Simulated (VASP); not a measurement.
Calculation: PBEsol GGA, VASP's PBE PAW potentials (set 64) (plane waves; VASP).

VASP ran on this input.

**POSCAR**
```
SrO
1.0
  0.0128348979   2.5669795706   2.5669795706
  2.5798144684   0.0000000000   2.5798144684
  2.5669795706   2.5669795706   0.0128348979
Sr O
1 1
direct
  0.0000000000   0.0000000000   0.0000000000
  0.5000000000   0.5000000000   0.5000000000
```

File KPOINTS:
```
Automatic mesh
0
Gamma
8 8 8
0 0 0
```

INCAR:
```
IBRION=2   ! conjugate gradients
NELM=100   ! most electronic steps
ENCUT=600   ! plane-wave cut-off (eV)
ISMEAR=0
LREAL=.FALSE.   ! projection in real space or not
ISIF=2   ! forces and stress, cell fixed
EDIFFG=-0.01
ALGO=Normal
LCHARG=.FALSE.
LWAVE=.FALSE.
PREC=Accurate
LMAXMIX=4
LASPH=.TRUE.
EDIFF=1E-7   ! SCF stop (eV)
GGA=PS   ! PBEsol
SIGMA=0.05   ! width (eV)
SYSTEM=SrO
NSW=30   ! most ionic steps
```

POTCAR, in this order: Sr_sv O (PBE.64 set). Program: vasp_std.

Output of the run:

### OSZICAR
```
       N       E                     dE             d eps       ncg     rms          rms(c)
DAV:   1     0.836900744370E+02    0.83690E+02   -0.96748E+03  2280   0.147E+03
DAV:   2    -0.106580146030E+02   -0.94348E+02   -0.86272E+02  3160   0.266E+02
DAV:   3    -0.144975612259E+02   -0.38395E+01   -0.38087E+01  2980   0.523E+01
DAV:   4    -0.146139823089E+02   -0.11642E+00   -0.11639E+00  3160   0.821E+00
DAV:   5    -0.146159916067E+02   -0.20093E-02   -0.20092E-02  3036   0.879E-01    0.176E+01
DAV:   6    -0.127863288619E+02    0.18297E+01   -0.91624E+00  2620   0.229E+01    0.207E+01
DAV:   7    -0.126643643623E+02    0.12196E+00   -0.54498E-01  2884   0.668E+00    0.120E+01
DAV:   8    -0.126403213808E+02    0.24043E-01   -0.14007E-01  2444   0.412E+00    0.767E-01
DAV:   9    -0.126402130984E+02    0.10828E-03   -0.11565E-02  3412   0.904E-01    0.216E-01
DAV:  10    -0.126404908632E+02   -0.27776E-03   -0.77539E-04  2524   0.283E-01    0.673E-02
DAV:  11    -0.126405575744E+02   -0.66711E-04   -0.90210E-05  2580   0.881E-02    0.340E-02
DAV:  12    -0.126405655098E+02   -0.79354E-05   -0.97973E-06  3348   0.302E-02    0.179E-02
DAV:  13    -0.126405647159E+02    0.79391E-06   -0.15355E-06  2804   0.142E-02    0.237E-03
DAV:  14    -0.126405646439E+02    0.71951E-07   -0.19813E-07  2312   0.415E-03
   1 F= -.12640565E+02 E0= -.12640565E+02  d E =-.126406E+02
```

### OUTCAR
```
------------------------ aborting loop because EDIFF is reached ----------------------------------------
  FORCE on cell =-STRESS in cart. coord.  units (eV):
  Direction    XX          YY          ZZ          XY          YZ          ZX
  --------------------------------------------------------------------------------------
  Total       -0.0170446     -0.0184800     -0.0170446     -0.0000000     -0.0000000     -0.1156803
  in kB       -0.8072542     -0.8752357     -0.8072542     -0.0000000     -0.0000000     -5.4787772
  external PRESSURE =      -0.8299147 kB  Pullay stress =       0.0000000 kB
  volume of cell :       33.83
      direct lattice vectors                 reciprocal lattice vectors
     0.012834898  2.566979571  2.566979571    -0.195760250  0.194781449  0.195760250
     2.579814468  0.000000000  2.579814468     0.193812387 -0.194781449  0.193812387
     2.566979571  2.566979571  0.012834898     0.195760250  0.194781449 -0.195760250
  FREE ENERGIE OF THE ION-ELECTRON SYSTEM (eV)
  ---------------------------------------------------
  free  energy   TOTEN  =       -12.6405646439 eV

  energy  without entropy=      -12.6405646439  energy(sigma->0) =      -12.64056464

 reached required accuracy - stopping structural energy minimisation
```
(Selected blocks of OUTCAR.)

The compound is SrO in the rock salt structure. This cell was strained or had an atom moved on purpose.
